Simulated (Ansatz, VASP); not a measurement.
**Cross-check of Ru (Ru(100) slab (three-index Miller notation)) between VASP and Ansatz**

One calculation is typed for both programs; each brings its own data sets. How far apart do they land? The cell is taken from a series of runs on this material, whose earlier steps may have relaxed, scaled, displaced or heated it; both programs get it as it stands.

Calculated with Ansatz 0.2.0; plane waves, with VASP 6.6.1 beside it; PBE.

### 1. The structure

The cell holds 24 atoms: 24 Ru. Its edges and angles: a = 5.430 Å, b = 4.280 Å, c = 27.540 Å, α = 90.0°, β = 90.0°, γ = 90.0°. It derives from Ru. Slab of Ru cut on (1 0 0), 12.5 A thick, 2 x 1 surface cells, both faces free; (so at first; earlier steps may have moved the atoms). Lattice constants are starting values near those of PBE. Vacuum lies along c.

### 2. VASP: single point, PBE

A single point takes one fixed geometry, so differences don't come from the geometry; what else differs is listed under the comparison.

Lines of VASP's logs that name or quote its potential files are left out, and so is its time.

INCAR

```
SYSTEM = Ru
PREC = Accurate
ENCUT = 400
EDIFF = 1E-06
NELM = 120
ISMEAR = -1
SIGMA = 0.1
LREAL = .FALSE.
ALGO = Normal
GGA = PE
NBANDS = 208
LASPH = .TRUE.
LORBIT = 11
LWAVE = .FALSE.
LCHARG = .FALSE.
ISIF = 2
GGA_COMPAT = .FALSE.
KPAR = 4
```

POSCAR

```
Ru
1.0
    5.4300000000      0.0000000000      0.0000000000
    0.0000000000      4.2800000000      0.0000000000
    0.0000000000      0.0000000000     27.5400500000
Ru
24
Direct
    0.0000000000      0.0000000000      0.2751700000
    0.2500000000      0.5000000000      0.3001400000
    0.2500000000      0.0000000000      0.3566200000
    0.0000000000      0.5000000000      0.3853600000
    0.0000000000      0.0000000000      0.4429900000
    0.2500000000      0.5000000000      0.4715100000
    0.2500000000      0.0000000000      0.5284900000
    0.0000000000      0.5000000000      0.5570100000
    0.0000000000      0.0000000000      0.6146400000
    0.2500000000      0.5000000000      0.6433800000
    0.2500000000      0.0000000000      0.6998600000
    0.0000000000      0.5000000000      0.7248300000
    0.5000000000      0.0000000000      0.2751700000
    0.7500000000      0.5000000000      0.3001400000
    0.7500000000      0.0000000000      0.3566200000
    0.5000000000      0.5000000000      0.3853600000
    0.5000000000      0.0000000000      0.4429900000
    0.7500000000      0.5000000000      0.4715100000
    0.7500000000      0.0000000000      0.5284900000
    0.5000000000      0.5000000000      0.5570100000
    0.5000000000      0.0000000000      0.6146400000
    0.7500000000      0.5000000000      0.6433800000
    0.7500000000      0.0000000000      0.6998600000
    0.5000000000      0.5000000000      0.7248300000
```

KPOINTS

```
Automatic mesh
0
Gamma
8 11 1
0 0 0
```

Potentials, in the order of the species: Ru_pv (PBE family, release 64).

Run with:

```console
$ mpirun -np 4 vasp_std
```

Numbers of over 12 decimals in the logs are rounded to 6 here.

The program printed:

```text
[banner, memory and clock lines left out]
running    4 mpi-ranks, on    1 nodes
 distrk:  each k-point on    1 cores,    4 groups
 distr:  one band on    1 cores,    1 groups

 POSCAR found type information on POSCAR Ru
 POSCAR found :  1 types and      24 ions
|                                                                             |
|               ----> ADVICE to this user running VASP <----                  |
|                                                                             |
|     You have a (more or less) 'large supercell' and for larger cells it     |
|     might be more efficient to use real-space projection operators.         |
|     Therefore, try LREAL= Auto in the INCAR file.                           |
|     Mind: For very accurate calculation, you might also keep the            |
|     reciprocal projection scheme (i.e. LREAL=.FALSE.).                      |
|                                                                             |

 LDA part: xc-table for (Slater+PW92), standard interpolation
 POSCAR, INCAR and KPOINTS ok, starting setup
 FFT: planning ... GRIDC
 FFT: planning ... GRID_SOFT
 FFT: planning ... GRID
 WAVECAR not read
 entering main loop
       N       E                     dE             d eps       ncg     rms          rms(c)
DAV:   1     0.346990501408E+04    0.34699E+04   -0.18941E+05 15624   0.134E+03
DAV:   2    -0.995892236158E+02   -0.35695E+04   -0.34237E+04 13384   0.455E+02
DAV:   3    -0.225577481057E+03   -0.12599E+03   -0.11799E+03 14984   0.832E+01
DAV:   4    -0.229533869016E+03   -0.39564E+01   -0.39154E+01 14488   0.123E+01
DAV:   5    -0.229745418597E+03   -0.21155E+00   -0.21147E+00 16800   0.234E+00    0.575E+01
DAV:   6    -0.241500966792E+03   -0.11756E+02   -0.69437E+01 14040   0.377E+01    0.484E+01
DAV:   7    -0.381766332253E+03   -0.14027E+03   -0.17648E+02 15216   0.787E+01    0.109E+02
DAV:   8    -0.250341203506E+03    0.13143E+03   -0.75023E+01 14560   0.220E+01    0.543E+01
DAV:   9    -0.233932354281E+03    0.16409E+02   -0.85937E+01 14352   0.430E+01    0.433E+01
DAV:  10    -0.214036107270E+03    0.19896E+02   -0.29091E+01 14088   0.211E+01    0.132E+01
DAV:  11    -0.213631132015E+03    0.40498E+00   -0.40950E+00 14304   0.727E+00    0.970E+00
DAV:  12    -0.213509192408E+03    0.12194E+00   -0.51337E-01 13736   0.355E+00    0.848E+00
DAV:  13    -0.213479182650E+03    0.30010E-01   -0.85504E-02 14336   0.132E+00    0.732E+00
DAV:  14    -0.213470134365E+03    0.90483E-02   -0.31985E-02 13864   0.101E+00    0.645E+00
[...]
DAV:  25    -0.213388941533E+03   -0.14471E-03   -0.26771E-05 10808   0.181E-02    0.900E-03
DAV:  26    -0.213389028246E+03   -0.86713E-04   -0.48865E-06 10600   0.585E-03    0.509E-03
DAV:  27    -0.213389096539E+03   -0.68293E-04   -0.16650E-06  9128   0.390E-03    0.432E-03
DAV:  28    -0.213389136142E+03   -0.39603E-04   -0.95173E-07  8664   0.189E-03    0.560E-03
DAV:  29    -0.213389160708E+03   -0.24566E-04   -0.12338E-06  8896   0.400E-03    0.132E-03
DAV:  30    -0.213389169695E+03   -0.89864E-05   -0.43147E-07  8376   0.103E-03    0.998E-04
DAV:  31    -0.213389171250E+03   -0.15554E-05   -0.72617E-08  7224   0.513E-04    0.609E-04
DAV:  32    -0.213389171786E+03   -0.53571E-06   -0.36132E-08  6952   0.409E-04
   1 F= -.21338917E+03 E0= -.21291997E+03  d E =-.938408E+00
```

OUTCAR, selected parts (step 2):

```text
ion  position               nearest neighbor table
   1  0.000  0.000  0.275-   3 2.62  15 2.62  14 2.63   2 2.63   2 2.63  14 2.63  13 2.71  13 2.71

  LATTYP: Found a simple orthorhombic cell.
 ALAT       =     4.2800000000
 B/A-ratio  =     1.2686915888
 C/A-ratio  =     6.4345911215

 Subroutine GETGRP returns: Found  8 space group operations
 (whereof  4 operations were pure point group operations)

The static configuration has the point symmetry C_2v.
 The point group associated with its full space group is D_2h.

 Found     30 irreducible k-points:

   k-points           NKPTS =     30   k-points in BZ     NKDIM =     30   number of bands    NBANDS=    208

   dimension x,y,z NGX =    36 NGY =   28 NGZ =  180
   dimension x,y,z NGXF=    72 NGYF=   56 NGZF=  360

   ENCUT  =  400.0 eV  29.40 Ry    5.42 a.u.   8.85  6.98 44.91*2*pi/ulx,y,z

   NELECT =     336.0000    total number of electrons

 k-points in reciprocal lattice and weights: Automatic mesh
   0.00000000  0.00000000  0.00000000       0.011
   0.12500000  0.00000000  0.00000000       0.023
   0.25000000  0.00000000  0.00000000       0.023
   0.37500000  0.00000000  0.00000000       0.023
   0.50000000  0.00000000  0.00000000       0.011
   0.00000000  0.09090909  0.00000000       0.023
   0.12500000  0.09090909  0.00000000       0.045
   0.25000000  0.09090909  0.00000000       0.045
   0.37500000  0.09090909  0.00000000       0.045
[...]
0.37500000  0.45454545  0.00000000       0.045
   0.50000000  0.45454545  0.00000000       0.023

 average (electrostatic) potential at core
       1 -75.4658       2 -75.6956       3 -75.9489       4 -75.8698       5 -75.8023
       6 -75.8176       7 -75.8176       8 -75.8023       9 -75.8698      10 -75.9489
      11 -75.6956      12 -75.4658      13 -75.4658      14 -75.6956      15 -75.9489
      16 -75.8698      17 -75.8023      18 -75.8176      19 -75.8176      20 -75.8023
      21 -75.8698      22 -75.9489      23 -75.6956      24 -75.4658

 E-fermi :   4.2544

 k-point     1 :       0.0000    0.0000    0.0000
  band No.  band energies     occupation
    ...
    164       3.6659      1.99446
    165       4.1538      1.46466
    166       4.1725      1.38820
    167       4.2578      0.98318
    168       4.2593      0.97552
    169       4.3964      0.38935
    170       4.4591      0.22874
    171       4.4973      0.16192
    172       4.5167      0.13536
    173       4.5305      0.11895
    ...

 k-point     2 :       0.1250    0.0000    0.0000
  band No.  band energies     occupation
    ...
    166       4.1663      1.41412
    167       4.2347      1.09841
    168       4.2571      0.98644
    169       4.2597      0.97338
    170       4.2761      0.89170
    171       4.4313      0.29136
    172       4.6357      0.04322
    173       4.9221      0.00252
    174       4.9318      0.00228
    175       4.9898      0.00128
    ...

 k-point     3 :       0.2500    0.0000    0.0000
  band No.  band energies     occupation
    ...
    166       4.0894      1.67780
    167       4.1662      1.41440
    168       4.2541      1.00131
    169       4.2608      0.96788
    170       4.3076      0.74001
    171       4.4385      0.27387
    172       4.4740      0.20015
    173       4.5731      0.07932
    174       4.6155      0.05265
    175       4.8383      0.00581
    ...

  Total       -7.6115713     -3.5331830     -1.6287751      0.0000000      0.0000000      0.0000000
  in kB      -19.0535796     -8.8444003     -4.0772129      0.0000000      0.0000000      0.0000000
  external PRESSURE =     -10.6583976 kB  Pullay stress =       0.0000000 kB

  energy-cutoff  :      400.00
  volume of cell :      640.04
      direct lattice vectors                 reciprocal lattice vectors
     5.430000000  0.000000000  0.000000000     0.184162063  0.000000000  0.000000000
     0.000000000  4.280000000  0.000000000     0.000000000  0.233644860  0.000000000
     0.000000000  0.000000000 27.540050000     0.000000000  0.000000000  0.036310755

 POSITION                                       TOTAL-FORCE (eV/Angst)
 -----------------------------------------------------------------------------------
      0.00000      0.00000      7.57820        -0.000000      0.000000     -0.051406
      1.35750      2.14000      8.26587        -0.000000     -0.000000      0.004260
      1.35750      0.00000      9.82133        -0.000000     -0.000000      0.086382
      0.00000      2.14000     10.61283         0.000000     -0.000000     -0.066178
      0.00000      0.00000     12.19997        -0.000000      0.000000      0.032893
      1.35750      2.14000     12.98541        -0.000000     -0.000000     -0.053330
      1.35750      0.00000     14.55464        -0.000000     -0.000000      0.053330
      0.00000      2.14000     15.34008        -0.000000     -0.000000     -0.032893
      0.00000      0.00000     16.92722        -0.000000     -0.000000      0.066178
      1.35750      2.14000     17.71872         0.000000      0.000000     -0.086382
      1.35750      0.00000     19.27418         0.000000      0.000000     -0.004260
      0.00000      2.14000     19.96185        -0.000000     -0.000000      0.051406
      2.71500      0.00000      7.57820         0.000000      0.000000     -0.051406
      4.07250      2.14000      8.26587        -0.000000     -0.000000      0.004260
      4.07250      0.00000      9.82133        -0.000000     -0.000000      0.086382
      2.71500      2.14000     10.61283         0.000000     -0.000000     -0.066178
      2.71500      0.00000     12.19997         0.000000      0.000000      0.032893
      4.07250      2.14000     12.98541        -0.000000     -0.000000     -0.053330
      4.07250      0.00000     14.55464        -0.000000     -0.000000      0.053330
      2.71500      2.14000     15.34008        -0.000000     -0.000000     -0.032893
      2.71500      0.00000     16.92722        -0.000000     -0.000000      0.066178
      4.07250      2.14000     17.71872        -0.000000      0.000000     -0.086382
      4.07250      0.00000     19.27418        -0.000000     -0.000000     -0.004260
      2.71500      2.14000     19.96185         0.000000     -0.000000      0.051406
 -----------------------------------------------------------------------------------
    total drift:                                0.000000      0.000000      0.000000

  FREE ENERGIE OF THE ION-ELECTRON SYSTEM (eV)
  ---------------------------------------------------
  free  energy   TOTEN  =      -213.3891717858 eV

  energy  without entropy=     -212.4507633779  energy(sigma->0) =     -212.91996758

 total charge
# of ion       s       p       d       tot
------------------------------------------
    1        0.390   6.202   5.983  12.575
    2        0.406   6.258   5.942  12.606
    3        0.408   6.312   5.948  12.667
    4        0.395   6.305   5.943  12.643
    5        0.400   6.305   5.942  12.648
    6        0.401   6.308   5.940  12.649
    7        0.401   6.308   5.940  12.649
    8        0.400   6.305   5.942  12.648
    9        0.395   6.305   5.943  12.643
   10        0.408   6.312   5.948  12.667
   11        0.406   6.258   5.942  12.606
   12        0.390   6.202   5.983  12.575
   13        0.390   6.202   5.983  12.575
   14        0.406   6.258   5.942  12.606
   15        0.408   6.312   5.948  12.667
   16        0.395   6.305   5.943  12.643
   17        0.400   6.305   5.942  12.648
   18        0.401   6.308   5.940  12.649
   19        0.401   6.308   5.940  12.649
   20        0.400   6.305   5.942  12.648
   21        0.395   6.305   5.943  12.643
   22        0.408   6.312   5.948  12.667
   23        0.406   6.258   5.942  12.606
   24        0.390   6.202   5.983  12.575
--------------------------------------------------
tot          9.601 150.759 142.795 303.155

[... 3 further parts left out ...]
```

[end of part 1 of 2]

[Lines on the potential files, build, host, timing and source positions are cut from VASP's logs without a mark.]

[Logs are printed without paths, hosts, clocks, repeated set-up lines and the standing remarks that a program may print on its own settings, such as how far it seeks lower states.]

[Hosts, paths, dates, database ids (printed as entryN), source tags and the programs' standing remarks are cut or masked in the printed files.]
